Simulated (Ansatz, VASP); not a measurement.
**Al2O3 (Corundum) in two plane-wave programs**

One calculation is typed for both programs; each brings its own data sets. How far apart do they land? The cell is taken from a series of runs on this material, whose earlier steps may have relaxed, scaled, displaced or heated it; both programs get it as it stands.

Method: plane waves, with VASP 6.6.1 beside it; single point at HSE06, in Ansatz 0.2.0.

## Step 1: The starting structure

The structure is trigonal, space group R-3c (No. 167). The conventional cell has a = 4.809 Å, b = 4.809 Å, c = 13.123 Å, α = 90.00°, β = 90.00°, γ = 120.00°. Al has 6 O at 1.87 to 1.99 Å nearest. Nearest to O lie 4 Al at 1.87 to 1.99 Å. Farther neighbours and most contacts between anions are not listed.

Coordinates:

```cif
data_structure
_symmetry_space_group_name_H-M 'P 1'
_symmetry_Int_Tables_number 1
_cell_length_a 5.1811
_cell_length_b 5.1811
_cell_length_c 5.1811
_cell_angle_alpha 55.299
_cell_angle_beta 55.299
_cell_angle_gamma 55.299
_cell_volume 87.60
loop_
_atom_site_label
_atom_site_type_symbol
_atom_site_fract_x
_atom_site_fract_y
_atom_site_fract_z
_atom_site_occupancy
Al1 Al 0.35215 0.35215 0.35215 1
Al2 Al 0.14785 0.14785 0.14785 1
Al3 Al 0.64785 0.64785 0.64785 1
Al4 Al 0.85215 0.85215 0.85215 1
O5 O 0.55617 0.94383 0.25000 1
O6 O 0.25000 0.55617 0.94383 1
O7 O 0.94383 0.25000 0.55617 1
O8 O 0.44383 0.05617 0.75000 1
O9 O 0.75000 0.44383 0.05617 1
O10 O 0.05617 0.75000 0.44383 1
```

## Step 2: Ansatz: single point, HSE06

Ansatz runs on its default PAW (the set named soft_2) files.

A single point gives forces, pressure and levels at one fixed geometry, so differences don't come from the geometry; what else differs is listed under the comparison.

Input file input.yaml:

```yaml
crystal:
  lattice:
    - [2.4043564038, 1.3881558169, 4.3744954554]
    - [-2.4043564038, 1.3881558169, 4.3744954554]
    - [0.0, -2.7763116339, 4.3744954554]
  atoms:
    - { symbol: Al, position: [0.352145786, 0.352145786, 0.352145786] }
    - { symbol: Al, position: [0.147854214, 0.147854214, 0.147854214] }
    - { symbol: Al, position: [0.647854214, 0.647854214, 0.647854214] }
    - { symbol: Al, position: [0.852145786, 0.852145786, 0.852145786] }
    - { symbol: O, position: [0.5561701124, 0.9438298876, 0.25] }
    - { symbol: O, position: [0.25, 0.5561701124, 0.9438298876] }
    - { symbol: O, position: [0.9438298876, 0.25, 0.5561701124] }
    - { symbol: O, position: [0.4438298876, 0.0561701124, 0.75] }
    - { symbol: O, position: [0.75, 0.4438298876, 0.0561701124] }
    - { symbol: O, position: [0.0561701124, 0.75, 0.4438298876] }
kpoints:
  mp_grid: { grid: [4, 4, 4] }
  band_path:
    path:
      - [0.0, 0.0, 0.0]
      - [0.5, 0.5, 0.5]
      - [0.76623952, 0.23376048, 0.5]
      - [0.5, -0.23376048, 0.23376048]
      - [0.5, 0.0, 0.0]
      - [0.36688024, -0.36688024, 0.0]
      - [0.63311976, 0.0, 0.36688024]
      - [0.5, 0.0, 0.5]
    npoints: 1
hamiltonian:
  xc: hse06
scf:
  occupations: { method: fixed }
  n_extra_bands: 7
output:
  eigenvalues: true
```

On the command line:

```bash
ansatz run input.yaml --threads 3 --pin off --max-ram 92160MiB --backend cuda --events-out ev --progress --plain --runs-dir out --devices 1 --max-vram 13GiB
```

Numbers of over 12 decimals in the logs are rounded to 6 here.

The program printed:

```text
scf.n_extra_bands = 7 over 24 filled bands (N_el = 48.0): the run solves 31 bands
GPUs: using 1 of 1 available (devices: 1).
Engine: ansatz 0.2.0, x86_64-unknown-linux-gnu
Pseudopotentials: kind: paw
Pseudopotential: Al, paw, valence charge 3, recommended cutoff 420 eV (normal), Al.paw.azcp
Pseudopotential: O, paw, valence charge 6, recommended cutoff 420 eV (normal), O.paw.azcp
Functional definition: HSE06
  parameter a = 0.25
  parameter omega = 0.11/bohr
  exchange = pbe_x - a*pbe_x_sr(omega) + a*exact_x_sr(omega)
  correlation = pbe_c
davidson cushion auto → on  (no smearing: the cushion is to keep the highest requested band from converging to the state above it; pin scf.eigensolver.cushion to override)
device memory: the entry about to start is reckoned to put 1.0 GiB on a device that reports 38.9 GiB free (of which the cap on the GPU budget leaves the run 13.0 GiB)
GPU FFT provider: cuFFT
GPU libraries: cuBLAS 13.8.2, cuFFT 12.4.0, cuSOLVER 12.3.4
Crystal: 10 atoms, lattice volume = 87.602 Å³
Basis set: ecut = 420 eV, 1707 PW (Γ)
Bands: 31, of which v1, the nominal top of the filled ones, is band 24 counted from 1 (23 counted from 0)
Symmetry: 12 space group operations
Space group: R-3c (ITA 167), of the structure as read, at distance tolerance 4.4e-5 Å
k-points: 13 of 64
Non-local potential: Al, projectors of the file, l = 0: 2, l = 1: 2, l = 2: 1
Non-local potential: O, projectors of the file, l = 0: 2, l = 1: 2, l = 2: 1
PAW form: soft (Blöchl's): semilocal exchange-correlation on the pseudo side does not see the compensation charge
PAW frozen core: Al, regenerated for the run's functional, and the local potential with it (the file was generated under x = pbe(κ = 0.804, μ = 0.219515), c = pbe(β = 0.066725))
PAW frozen core: O, regenerated for the run's functional, and the local potential with it (the file was generated under x = pbe(κ = 0.804, μ = 0.219515), c = pbe(β = 0.066725))
PAW one-centre angular grid: Al, 110 points (default); XC on 64 Gauss nodes
PAW one-centre angular grid: O, 110 points (default); XC on 96 Gauss nodes
Initial density: superposition of atomic densities (neutral atoms: chi_scale 0, normalization atom), corrected by the library's trained network
Initial wavefunctions: pseudopotential atomic-orbital guess
GPU buffer pool allocated for 46656 grid points (all kernels)
GPU transforms: local potential and band sums: pruned to the plane-wave sphere, on 36×36×36
Functional: x = pbe(κ = 0.804, μ = 0.219515), c = pbe(β = 0.066725), warm-up for x = pbe(κ = 0.804, μ = 0.219515) + 0.25 (exact − pbe) at short range (hse, ω = 0.207870 Å⁻¹), c = pbe(β = 0.066725); HSE06 as pw.x's `hse` composes it (authors' and Libxc's form: `xc: wpbeh`)
SCF iter   1: F=—  HF=-5569.616257 eV  |F-HF|=—  |Δ(HF+E_count)|=         —  Δρ=1.57e-3  dr2=9.89e-4  ethr=1.77e-3  ⟨swp⟩=2.0  Hψ=3072  notcnv=0
preconditioner: auto → none  [insulator: Δε(μ)=5.854 eV  Ē_g=16.502 eV  n_scr=20 (ndim 8)  ℏωp=27.5 eV  f_vac=0.000]
SCF iter   2: F=-5569.618344 eV  HF=-5569.617779 eV  |F-HF|=5.66e-4  |Δ(HF+E_count)|=   1.52e-3  Δρ=7.54e-4  dr2=1.16e-4  ethr=2.06e-6  ⟨swp⟩=5.6  Hψ=1418  notcnv=0  defer=1
SCF 1 stopped early in 2 iterations: F = -5569.618344 eV  dr2 = 1.16e-4
  greatest PAW one-centre occupation: 0.858 electrons in one spin orbital (limit 2), on the O atom at site 9 (counted from 0), in its partial waves of l = 0
device memory: the entry about to start is reckoned to put 1.6 GiB (of the 1.7 GiB reckoned in all, the device holds 0.1 GiB already) on a device that reports 39.3 GiB free (of which the cap on the GPU budget leaves the run 12.9 GiB)
GPU FFT provider: cuFFT
GPU libraries: cuBLAS 13.8.2, cuFFT 12.4.0, cuSOLVER 12.3.4
Initial density: handed on by an earlier stage of this run
Initial wavefunctions: those handed on with the density
GPU buffer pool allocated for 46656 grid points (all kernels)
GPU transforms: local potential and band sums: pruned to the plane-wave sphere, on 36×36×36
Functional: x = pbe(κ = 0.804, μ = 0.219515) + 0.25 (exact − pbe) at short range (hse, ω = 0.207870 Å⁻¹), c = pbe(β = 0.066725); HSE06 as pw.x's `hse` composes it (authors' and Libxc's form: `xc: wpbeh`)
Exchange kernel: α = 0.2500, screened, ω = 0.2079 Å⁻¹, Wigner–Seitz truncation, v(0) = 1043.7702 eV·Å³, q-mesh 4×4×4, nearest image of the exchange supercell L = 19.23 Å, pair-density grid 24×24×24, without the augmentation charges, whose exchange is taken in its separable form by FFT convolution over the k-point mesh (sized by the pseudopotential files, 27×30×32 at the most), smooth part of the exact exchange by density-matrix convolution in up to 1.72 GiB of GPU memory as planned if the GPU has room (build and FFT work areas not counted)
Frozen-core exchange: fock
SCF iter   1: F=—  HF=-5570.912805 eV  |F-HF|=—  |Δ(HF+E_count)|=         —  Δρ=7.55e-3  dr2=2.66e-2  ethr=2.42e-6  ⟨swp⟩=8.2  Hψ=2235  notcnv=0
preconditioner: auto → none  [insulator: Δε(μ)=7.662 eV  Ē_g=19.017 eV  n_scr=20 (ndim 8)  ℏωp=27.5 eV  f_vac=0.000]
SCF iter   2: F=—  HF=-5570.902594 eV  |F-HF|=—  |Δ(HF+E_count)|=   1.02e-2  Δρ=3.91e-3  dr2=5.69e-3  ethr=2.42e-6  ⟨swp⟩=4.1  Hψ=1445  notcnv=0
SCF iter   3: F=—  HF=-5570.916111 eV  |F-HF|=—  |Δ(HF+E_count)|=   1.35e-2  Δρ=1.55e-3  dr2=2.16e-3  ethr=2.42e-6  ⟨swp⟩=4.2  Hψ=1304  notcnv=0
SCF iter   4: F=—  HF=-5570.915494 eV  |F-HF|=—  |Δ(HF+E_count)|=   6.18e-4  Δρ=5.72e-4  dr2=2.83e-4  ethr=2.42e-6  ⟨swp⟩=4.0  Hψ=1306  notcnv=0
iter 5 solved again at ethr=1.22e-8 eV; its pass at ethr=4.74e-7 eV (dr2=5.83e-6 eV) is discarded
SCF iter   5: F=—  HF=-5570.915412 eV  |F-HF|=—  |Δ(HF+E_count)|=   8.13e-5  Δρ=9.40e-5  dr2=1.79e-5  ethr=1.22e-8  ⟨swp⟩=4.1  Hψ=2193  notcnv=0
eigensolver tolerance schedule: the retry pair's looser diagonalisation over-reported the residual by 0.19 of it (diagonalisation noise at 0.19 of the residual, at the tolerance the schedule requests for it); recorded, not acted on — ethr = c·dr2/N_el stays at c = 1.0e-1
SCF iter   6: F=-5570.915539 eV  HF=-5570.915547 eV  |F-HF|=8.45e-6  |Δ(HF+E_count)|=   1.35e-4  Δρ=1.17e-4  dr2=1.08e-5  ethr=1.03e-8  ⟨swp⟩=5.5  Hψ=1579  notcnv=0
SCF 2 stopped early in 6 iterations: F = -5570.915539 eV  dr2 = 1.08e-5
  greatest PAW one-centre occupation: 0.861 electrons in one spin orbital (limit 2), on the O atom at site 9 (counted from 0), in its partial waves of l = 0
hybrid outer 1: dexx = +1.678e-2 eV, tail = 4.38e-5 eV
GPU FFT provider: cuFFT
GPU libraries: cuBLAS 13.8.2, cuFFT 12.4.0, cuSOLVER 12.3.4
GPU buffer pool allocated for 46656 grid points (all kernels)
GPU transforms: local potential and band sums: pruned to the plane-wave sphere, on 36×36×36
Exchange kernel: α = 0.2500, screened, ω = 0.2079 Å⁻¹, Wigner–Seitz truncation, v(0) = 1043.7702 eV·Å³, q-mesh 4×4×4, nearest image of the exchange supercell L = 19.23 Å, pair-density grid 24×24×24, without the augmentation charges, whose exchange is taken in its separable form by FFT convolution over the k-point mesh (sized by the pseudopotential files, 27×30×32 at the most), smooth part of the exact exchange by density-matrix convolution in up to 1.72 GiB of GPU memory as planned if the GPU has room (build and FFT work areas not counted)
Frozen-core exchange: fock
SCF iter   1: F=—  HF=-5570.915637 eV  |F-HF|=—  |Δ(HF+E_count)|=         —  Δρ=3.57e-5  dr2=8.27e-7  ethr=4.56e-7  ⟨swp⟩=3.3  Hψ=927  notcnv=0
preconditioner: auto → none  [insulator: Δε(μ)=7.686 eV  Ē_g=19.009 eV  n_scr=20 (ndim 8)  ℏωp=27.5 eV  f_vac=0.000]
iter 2 solved again at ethr=7.36e-11 eV; its pass at ethr=1.60e-9 eV (dr2=3.53e-8 eV) is discarded
SCF iter   2: F=-5570.915638 eV  HF=-5570.915638 eV  |F-HF|=1.78e-8  |Δ(HF+E_count)|=   7.48e-7  Δρ=9.57e-6  dr2=4.19e-8  ethr=7.36e-11  ⟨swp⟩=2.5  Hψ=2452  notcnv=0
SCF 3 converged in 2 iterations: F = -5570.915638 eV  dr2 = 4.19e-8
hybrid outer 2: dexx = +5.761e-7 eV, tail = 1.11e-7 eV, Δε = 2.86e-3 eV (about 2.00e-4 eV left of the loop's levels)
device memory: the entry about to start is reckoned to put 0.6 GiB on a device that reports 36.7 GiB free (of which the cap on the GPU budget leaves the run 13.0 GiB)
NSCF: frozen V_eff on 8 k-points
hybrid SCF converged: 2 outer / 8 inner (+2 warm-up), last move |dexx| = 5.76e-7 eV, tail = 1.11e-7 eV
Stability not checked: this state was not tested for a lower state beside it, because the functional holds exact exchange (a hybrid, or Hartree-Fock), whose exchange loop this test does not read (fock_operator; see scf.lower_state_search)
Free energy (F): -5570.915638 eV
Frozen-core exchange: fock
Harris-Foulkes:  -5570.915638 eV  (|F-HF|=1.78e-8)
Internal energy: -5570.915638 eV  (E = F + TS)
E sigma→0 (E₀):  -5570.915638 eV
Fermi energy:    6.092281 eV
--- Per-component energies (eV) ---
  E_band       = -33.071750
  E_kinetic    = 1184.267747
  E_local      = -2009.040756  (includes V_loc(G=0)·N_el)
  E_nonlocal   = 315.143984
  E_hartree    = 747.082576
  E_xc         = -493.358811
  E_vxc        = -555.847356  (∫ρ·V_xc dr)
  E_exx        = -135.732049  (= α·E_x^exact, valence–valence)
  E_paw        = -2805.502650  (= ΣΔE_a)
  E_vpaw       = -190.311356  (= ΣTr[D̂ρ^β])
  E_aug_tail   = 0.014997  (compensation charges beyond the density's cutoff)
  E_ewald      = -2373.451325
  E_core_change = -0.339352  (= ΣΔE_core)
  E_smearing   = -0.000000  (= −TS)
  E_closure    = -0.000000  (closes the sum)
  Σ components = -5570.915638   (vs F -5570.915638, Δ=0.00e0)
--- Band table (eV; the first three rows and the last of 13) ---
  k-point 0: bands = [... 20 lower, 5.5333, 6.0467, 6.0467, 6.0923, 13.7780, 16.8985, 18.5540, 19.3891, ... 3 higher]
  k-point 1: bands = [... 20 lower, 5.2655, 5.6021, 5.9246, 5.9680, 15.0835, 17.8369, 17.9298, 18.6155, ... 3 higher]
  k-point 2: bands = [... 20 lower, 5.1176, 5.1176, 5.7855, 5.7855, 17.2194, 17.2194, 17.4097, 17.4097, ... 3 higher]
  k-point 12: bands = [... 20 lower, 5.6892, 5.6892, 5.6892, 5.6892, 16.3795, 16.3795, 18.9179, 18.9179, ... 3 higher]
```

[end of part 1 of 2]

[Lines on the potential files, build, host, timing and source positions are cut from VASP's logs without a mark.]

[Logs are printed without paths, hosts, clocks, repeated set-up lines and the standing remarks that a program may print on its own settings, such as how far it seeks lower states.]

[Hosts, paths, dates, database ids (printed as entryN), source tags and the programs' standing remarks are cut or masked in the printed files.]
